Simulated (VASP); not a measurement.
An input for Quantum ESPRESSO's pw.x (written as the equivalent of a VASP run, and not itself run):

```
&CONTROL
  calculation = 'vc-relax'
  pseudo_dir = './pseudo'
  outdir = './out'
  tprnfor = .true.
  tstress = .true.
  nstep = 60
  forc_conv_thr = 0.00039
/
&SYSTEM
  ibrav = 0
  nat = 2
  ntyp = 1
  ecutwfc = 84
  occupations = 'smearing'
  smearing = 'methfessel-paxton'
  degauss = 0.00735
  input_dft = 'vdw-df-obk8'
/
&ELECTRONS
  conv_thr = 7.3e-08
  electron_maxstep = 100
/
&IONS
/
&CELL
/
ATOMIC_SPECIES
  Mg 24.305 Mg.upf
CELL_PARAMETERS angstrom
     1.6001710   -2.7715778   -0.0000000
     1.6001710    2.7715778    0.0000000
     0.0000000    0.0000000    5.0929059
ATOMIC_POSITIONS crystal
  Mg   0.3333330  0.6666670  0.2500000
  Mg   0.6666670  0.3333330  0.7500000
K_POINTS automatic
  12 12 7 0 0 0
```

**Question.** Write the VASP files for the same calculation (optB88-vdW).

**Answer.** This is not unique; one that fits is 
INCAR:
```
SYSTEM = Mg
PREC = Accurate
ENCUT = 520
EDIFF = 1E-6
NELM = 100
ALGO = Normal
LREAL = .FALSE.
LASPH = .TRUE.
ISMEAR = 1
SIGMA = 0.1
GGA = BO
PARAM1 = 0.1833333333
PARAM2 = 0.22
LUSE_VDW = .TRUE.
AGGAC = 0.0
LWAVE = .FALSE.
LCHARG = .FALSE.
IBRION = 2
ISIF = 3
NSW = 60
EDIFFG = -0.01
```

**KPOINTS**
```
Automatic mesh
0
Gamma
12 12 7
0 0 0
```

POSCAR:
```
Mg
1
    1.6001709510    -2.7715778376    -0.0000000000
    1.6001709510     2.7715778376     0.0000000000
    0.0000000000     0.0000000000     5.0929058522
Mg
2
Direct
  0.3333330000   0.6666670000   0.2500000000
  0.6666670000   0.3333330000   0.7500000000
```

POTCAR, in this order: Mg (PBE.64 set). Program: vasp_std.

Limits of the translation: the potentials are each code's own (VASP's PAW set, PseudoDojo norm-conserving files in pw.x), so ENCUT and ecutwfc are chosen apart and not converted; conv_thr bounds pw.x's estimated SCF error, while EDIFF bounds the energy change between steps; forc_conv_thr acts on force components and is met together with etot_conv_thr.

The compound is Mg in the hcp structure. It was relaxed first. The start is the result of an earlier pass.
